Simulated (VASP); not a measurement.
Here is the system:

```
CELL_PARAMETERS angstrom
      0.00000     2.14500     2.14500
      2.14500     0.00000     2.14500
      2.14500     2.14500     0.00000
ATOMIC_POSITIONS crystal
  Si 0.00000 0.00000 0.00000
  C  0.25000 0.25000 0.25000
```

Method: PBE0 hybrid, VASP's PBE PAW potentials (set 64) (plane waves; VASP). Settings: 520 eV cut-off, 8×8×8 Γ-centred mesh, Gaussian smearing of 0.050 eV, potentials Si C.

Problem. What does the run give for the energy per atom (σ→0), pressure, band gap (on the k-mesh) with the smallest direct gap where there is one?

Solution. 
```json
{
 "band gap (on the k-mesh)": "2.93 eV",
 "smallest direct gap (on the k-mesh)": "6.53 eV",
 "energy per atom (σ→0)": "-9.225 eV/atom",
 "pressure": "9.69 GPa"
}
```

Only differences to runs with the same potentials and settings are physical.

The compound is SiC in the zinc blende structure. This cell is one point of a volume scan, at 0.94 of the reference volume. The cell's shape comes from a PBE relaxation.
